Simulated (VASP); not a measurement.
# CdSb2O4 (I4/m) in VASP: notebook

One crystal, CdSb2O4, is run at these levels: PBE; tasks: relaxation of cell and atoms.

Program: VASP 6.6.1. These are calculated values, not measurements. Logs are shortened: lines on timing, memory, paths and dates and some standing lists are left out, and cuts for length are marked.

## (1) The structure

The structure is tetragonal, space group I4/m (No. 87). Conventional cell: a = 7.223 Å, b = 7.223 Å, c = 5.916 Å, α = 90.00°, β = 90.00°, γ = 90.00°. Around Cd (site symmetry 4/m) lie 4 O at 2.73 Å. Around Sb (site symmetry -4) lie 4 O at 2.33 Å. O (site symmetry m) has 2 Sb at 2.33 Å as nearest neighbours.

The cell was built by a generator and needn't be a form met in nature.

## (2) Relaxation of cell and atoms, PBE

File INCAR:

```
SYSTEM = CdSb2O4
PREC = Normal
ENCUT = 520
EDIFF = 1E-4
ISMEAR = 0
SIGMA = 0.15
LREAL = .False.
LASPH = .True.
NELM = 60
ALGO = Fast
ISIF = 3
LWAVE = .False.
LCHARG = .False.
GGA = PE
IBRION = 2
NSW = 24
EDIFFG = -0.08
```

File KPOINTS:

```
Automatic mesh
0
Gamma
  3 3 3
  0 0 0
```

File POSCAR:

```
CdSb2O4
1.0
   -3.6114370500      3.6114370500      2.9581876300
    3.6114370500     -3.6114370500      2.9581876300
    3.6114370500      3.6114370500     -2.9581876300
Cd Sb O
1 2 4
Direct
    0.5000000000      0.5000000000      0.0000000000
    0.2500000000      0.7500000000      0.5000000000
    0.7500000000      0.2500000000      0.5000000000
    0.8306655100      0.3161854900      0.1468510000
    0.6838145100      0.8306655100      0.5144800200
    0.3161854900      0.1693344900      0.4855199800
    0.1693344900      0.6838145100      0.8531490000
```

Potentials or basis: VASP PAW PBE potentials, release 64 (Cd, Sb, O).

Run with:

```sh
$ cat potpaw_PBE.64/Cd/POTCAR potpaw_PBE.64/Sb/POTCAR potpaw_PBE.64/O/POTCAR > POTCAR
$ mpirun -np 4 vasp_std > vasp.out
```

OUTCAR:

```text
SYSTEM = CdSb2O4
   PREC = Normal
   ENCUT = 520
   EDIFF = 1E-4
   ISMEAR = 0
   LREAL = .False.
   LASPH = .True.
   NELM = 60
   ISIF = 3
   GGA = PE
   IBRION = 2
   NSW = 24
   EDIFFG = -0.08

 ion  position               nearest neighbor table
   1  0.500  0.500  0.000-   4 2.73   7 2.73   5 2.73   6 2.73
   2  0.250  0.750  0.500-   5 2.33   6 2.33   4 2.33   7 2.33   3 2.96   3 2.96
   3  0.750  0.250  0.500-   5 2.33   6 2.33   7 2.33   4 2.33   2 2.96   2 2.96
   4  0.831  0.316  0.147-   2 2.33   3 2.33   1 2.73
   5  0.684  0.831  0.514-   2 2.33   3 2.33   1 2.73
   6  0.316  0.169  0.486-   2 2.33   3 2.33   1 2.73
   7  0.169  0.684  0.853-   3 2.33   2 2.33   1 2.73

  LATTYP: Found a body centered tetragonal cell.
 ALAT       =     7.2228741000
 C/A-ratio  =     0.8191164872

  Lattice vectors:

 A1 = (  -3.6114370500,   3.6114370500,   2.9581876300)
 A2 = (   3.6114370500,  -3.6114370500,   2.9581876300)
 A3 = (   3.6114370500,   3.6114370500,  -2.9581876300)

Analysis of symmetry for initial positions (statically):
=====================================================================
 Subroutine PRICEL returns:
 Original cell was already a primitive cell.

 Routine SETGRP: Setting up the symmetry group for a
 body centered tetragonal supercell.

 Subroutine GETGRP returns: Found  8 space group operations
 (whereof  8 operations were pure point group operations)
 out of a pool of 16 trial point group operations.

The static configuration has the point symmetry C_4h.

Analysis of symmetry for dynamics (positions and initial velocities):
=====================================================================
 Subroutine PRICEL returns:
 Original cell was already a primitive cell.

 Routine SETGRP: Setting up the symmetry group for a
 body centered tetragonal supercell.

 Subroutine GETGRP returns: Found  8 space group operations
 (whereof  8 operations were pure point group operations)
 out of a pool of 16 trial point group operations.

The dynamic configuration has the point symmetry C_4h.

 Subroutine INISYM returns: Found  8 space group operations
 (whereof  8 operations are pure point group operations),
 and found     1 'primitive' translations

----------------------------------------------------------------------------------------

                                     Primitive cell

  volume of cell :     154.3284

  direct lattice vectors                    reciprocal lattice vectors
    -3.611437050  3.611437050  2.958187630     0.000000000  0.138449042  0.169022409
     3.611437050 -3.611437050  2.958187630     0.138449042  0.000000000  0.169022409
     3.611437050  3.611437050 -2.958187630     0.138449042  0.138449042  0.000000000

  length of vectors
     5.902188508  5.902188508  5.902188508     0.218487327  0.218487327  0.195796513

  position of ions in fractional coordinates (direct lattice)
     0.500000000  0.500000000  0.000000000
     0.250000000  0.750000000  0.500000000
     0.750000000  0.250000000  0.500000000
     0.830665510  0.316185490  0.146851000
     0.683814510  0.830665510  0.514480020
     0.316185490  0.169334490  0.485519980
     0.169334490  0.683814510  0.853149000

  ion indices of the primitive-cell ions
   primitive index   ion index
                 1           1
                 2           2
                 3           3
                 4           4
                 5           5
                 6           6
                 7           7

----------------------------------------------------------------------------------------

 KPOINTS: Automatic mesh

Automatic generation of k-mesh.
 Grid dimensions read from file:
 generate k-points for:    3    3    3

 Generating k-lattice:

  Cartesian coordinates                     Fractional coordinates (reciprocal lattice)
     0.000000000  0.046149681  0.056340803     0.333333333  0.000000000  0.000000000
     0.046149681  0.000000000  0.056340803     0.000000000  0.333333333  0.000000000
     0.046149681  0.046149681  0.000000000     0.000000000  0.000000000  0.333333333

  Length of vectors
     0.072829109  0.072829109  0.065265504

  Shift w.r.t. Gamma in fractional coordinates (k-lattice)
     0.000000000  0.000000000  0.000000000

 Subroutine IBZKPT returns following result:
 ===========================================

 Found      6 irreducible k-points:

 Following reciprocal coordinates:
            Coordinates               Weight
  0.000000  0.000000  0.000000      1.000000
  0.333333  0.000000 -0.000000      8.000000
  0.333333  0.333333  0.000000      8.000000
 -0.333333  0.333333  0.000000      4.000000
 -0.333333  0.333333  0.333333      4.000000
 -0.333333 -0.333333  0.333333      2.000000
   k-points           NKPTS =      6   k-points in BZ     NKDIM =      6   number of bands    NBANDS=     28
   number of dos      NEDOS =    301   number of ions     NIONS =      7
   total plane-waves  NPLWV =  46656
   dimension x,y,z NGX =    36 NGY =   36 NGZ =   36
   dimension x,y,z NGXF=    72 NGYF=   72 NGZF=   72
   ions per type =               1   2   4
   NGX,Y,Z   is equivalent  to a cutoff of  10.14, 10.14, 10.14 a.u.
   NGXF,Y,Z  is equivalent  to a cutoff of  20.28, 20.28, 20.28 a.u.
 SYSTEM =  CdSb2O4
   PREC   = normal    normal or accurate (medium, high low for compatibility)
   ISTART =      0    job   : 0-new  1-cont  2-samecut
   ICHARG =      2    charge: 1-file 2-atom 10-const
   ISPIN  =      1    spin polarized calculation?
   LNONCOLLINEAR =      F non collinear calculations
   LSORBIT =      F    spin-orbit coupling
   LASPH  =      T    aspherical Exc in radial PAW
   ENCUT  =  520.0 eV  38.22 Ry    6.18 a.u.  10.97 10.97 10.97*2*pi/ulx,y,z
   NELM   =     60;   NELMIN=  2; NELMDL= -5     # of ELM steps
   EDIFF  = 0.1E-03   stopping-criterion for ELM
   LREAL  =      F    real-space projection
   EDIFFG = -.8E-01   stopping-criterion for IOM
   NSW    =     24    number of steps for IOM
   IBRION =      2    ionic relax: 0-MD 1-quasi-New 2-CG
   NFREE  =      1    steps in history (QN), initial steepest desc. (CG)
   ISIF   =      3    stress and relaxation
   ISYM   =      2    0-nonsym 1-usesym 2-fastsym
   POTIM  = 0.5000    time-step for ionic-motion
   TEBEG  =    0.0;   TEEND  =   0.0 temperature during run
   PSTRESS=    0.0 pullay stress
   NELECT =      46.0000    total number of electrons
   NUPDOWN=      -1.0000    fix difference up-down
   EMIN   =  10.00;   EMAX   =-10.00  energy-range for DOS
   EFERMI =   0.00;   METHOD = LEGACY
   ISMEAR =     0;   SIGMA  =   0.15  broadening in eV -4-tet -1-fermi 0-gaus
   EFERMI_NEDOS =   21; number of points for ismear=-14 and -15
   IALGO  =     68    algorithm
   IMIX   =      4    mixing-type and parameters
     AMIX     =   0.40;   BMIX     =  1.00
     AMIX_MAG =   1.60;   BMIX_MAG =  1.00
  volume/ion in A,a.u.               =      22.05       148.78
  Fermi-wavevector in a.u.,A,eV,Ry     =   1.093567  2.066543 16.271063  1.195889
  Thomas-Fermi vector in A             =   2.229855
   LORBIT       =      0    0 simple, 1 ext, 2 COOP (PROOUT), +10 PAW based schemes
   GGA     = PE    functional components
   LHFCALC =     F    Hartree Fock is set to
   AEXX    =    0.0000 exact exchange contribution
   IVDW    =     0    specifies the selected vdW correction
   LEPSILON=     F    determine dielectric tensor
   LRPA    =     F    only Hartree local field effects (RPA)
 conjugate gradient relaxation of ions
 non-spin polarized calculation
 RMM-DIIS sequential band-by-band and
 Gauss-broadening in eV      SIGMA  =   0.15
  energy-cutoff  :      520.00
  volume of cell :      154.33
 maximum number of plane-waves:      4164
   NGX = 21   NGY = 21   NGZ = 21

--------------------------------------- Ionic step        1  -------------------------------------------

 number of electron      46.0000002 magnetization

 Free energy of the ion-electron system (eV)
  ---------------------------------------------------
  ext. energy  EPLUGINS =         0.00000000
  ---------------------------------------------------
  free energy    TOTEN  =       -30.99473587 eV

  energy without entropy =      -30.99129000  energy(sigma->0) =      -30.99301293

------------------------ aborting loop because EDIFF is reached ----------------------------------------

  FORCE on cell =-STRESS in cart. coord.  units (eV):
  Direction    XX          YY          ZZ          XY          YZ          ZX
  --------------------------------------------------------------------------------------
  -------------------------------------------------------------------------------------
  Total      -13.6670074    -13.6670074      1.1404483     -0.0000009      0.0000000     -0.0000000
  in kB     -141.8855619   -141.8855619     11.8396909     -0.0000097      0.0000000     -0.0000000
  external PRESSURE =     -90.6438109 kB  Pullay stress =       0.0000000 kB
[... 104 lines left out ...]
  FREE ENERGIE OF THE ION-ELECTRON SYSTEM (eV)
  ---------------------------------------------------
  free  energy   TOTEN  =       -33.0740549407 eV

  energy  without entropy=      -33.0677769556  energy(sigma->0) =      -33.07091595

[... ionic steps 4 to 12 ...]

--------------------------------------- Ionic step       13  -------------------------------------------

 number of electron      46.0000026 magnetization

------------------------ aborting loop because EDIFF is reached ----------------------------------------

  FORCE on cell =-STRESS in cart. coord.  units (eV):
  Direction    XX          YY          ZZ          XY          YZ          ZX
  --------------------------------------------------------------------------------------
  -------------------------------------------------------------------------------------
  Total        0.2349730      0.2349730     -0.5553864     -0.0000003      0.0000000      0.0000000
  in kB        2.9429620      2.9429620     -6.9560379     -0.0000041      0.0000000      0.0000000
  external PRESSURE =      -0.3567046 kB  Pullay stress =       0.0000000 kB
[... 67 lines left out ...]
  energy  without entropy=      -33.8903007842  energy(sigma->0) =      -33.89030081

--------------------------------------- Ionic step       15  -------------------------------------------

 number of electron      46.0000015 magnetization

 Free energy of the ion-electron system (eV)
  ---------------------------------------------------
  ext. energy  EPLUGINS =         0.00000000
  ---------------------------------------------------
  free energy    TOTEN  =       -33.89402994 eV

  energy without entropy =      -33.89402973  energy(sigma->0) =      -33.89402983

 E-fermi :   4.2379     XC(G=0):  -9.2872

 val. band max:        3.7220335971   @ k =  -0.3333   0.3333   0.3333
 cond. band min:       4.7655538500   @ k =   0.3333   0.3333   0.0000
 fundamental gap:      1.0435202529
 Fermi energy:         4.2378761580

 k-point     1 :       0.0000    0.0000    0.0000
  band No.  band energies     occupation
      1     -14.9366      2.00000
      2     -14.1041      2.00000
      3     -13.8115      2.00000
      4     -13.8115      2.00000
      5      -5.1135      2.00000
      6      -4.9992      2.00000
[... 209 lines left out ...]
  FREE ENERGIE OF THE ION-ELECTRON SYSTEM (eV)
  ---------------------------------------------------
  free  energy   TOTEN  =       -33.8940299400 eV

  energy  without entropy=      -33.8940297287  energy(sigma->0) =      -33.89402983

 reached required accuracy - stopping structural energy minimisation
```

It took 78 s on 4 MPI ranks of Intel Xeon Platinum 8259CL at 2.50GHz (Skylake/Cascade Lake), shared host; peak memory 0.15 GiB.

What came out:

```
Free energy                            : -33.8940 eV
Relaxed volume                         : 18.51 Å³/atom
Relaxed cell                           : a = 5.521 Å, b = 5.521 Å, c = 5.521 Å, α = 109.66°, β = 109.66°, γ = 109.09°
Space group after relaxing (to 0.05 Å) : I4/m (No. 87)
Energy gained by relaxing              : 414.2 meV/atom
Ionic steps                            : 15
Pressure after relaxing                : 0.3 GPa
Largest force after relaxing           : 0.076 eV/Å
Band gap on the k mesh                 : 1.04 eV, indirect (least direct gap 1.26 eV)
```

Forces in eV/Å, atoms in the order of the input:
```
Cd   0.000  0.000  0.000
Sb   0.000  0.000  0.000
Sb   0.000  0.000  0.000
O   -0.017  0.074  0.000
O    0.074  0.017  0.000
O   -0.074 -0.017  0.000
O    0.017 -0.074  0.000
```

The path:
```
step  energy change (eV)  largest force (eV/Å)  pressure (GPa)  volume (Å³)
   1              0.0000                1.8191           -9.06       154.33
   2             -2.0438                1.2940            2.70       127.62
   3             -2.0793                1.4793            5.15       124.43
   4             -2.7830                0.3909            1.98       123.83
   5             -2.7977                0.5381            2.17       123.98
   6             -2.8494                0.3697           -1.30       128.30
   7             -2.8503                0.3682           -1.02       127.83
   8             -2.8802                0.2079           -0.26       127.17
   9             -2.8880                0.0925           -0.01       126.64
  10             -2.8880                0.0878            0.21       126.60
  11             -2.8905                0.0881            0.11       127.04
  12             -2.8912                0.1249           -0.07       127.74
  13             -2.8925                0.1114           -0.04       127.92
  14             -2.8956                0.0975            0.12       128.46
  15             -2.8993                0.0756            0.27       129.55
```

Final structure:
```xyz
7
Lattice="-3.1801 3.1801 3.2026 3.1801 -3.1801 3.2026 3.1801 3.1801 -3.2026" Properties=species:S:1:pos:R:3 pbc="T T T"
Cd    0.0000    0.0000    3.2026
Sb    3.1801    0.0000    1.6013
Sb    0.0000    3.1801    1.6013
O    -1.0036    1.9801    3.2026
O     1.9801    1.0036    3.2026
O     1.2000    2.1765    0.0000
O     4.1837    1.2000    0.0000
```

Caveat: the k mesh is coarse (spacing up to 0.46 Å⁻¹), so the values aren't converged; the volume moved by over 15 % at a fixed basis, so the end points are rough; spin-orbit coupling is left out, which moves the levels of the heavy elements; an odd mesh through Γ misses points on the zone boundary, where band edges often lie; the relaxation stopped at a loose force limit of 0.08 eV/Å, so its end isn't a converged minimum.

[end of part 1 of 2]
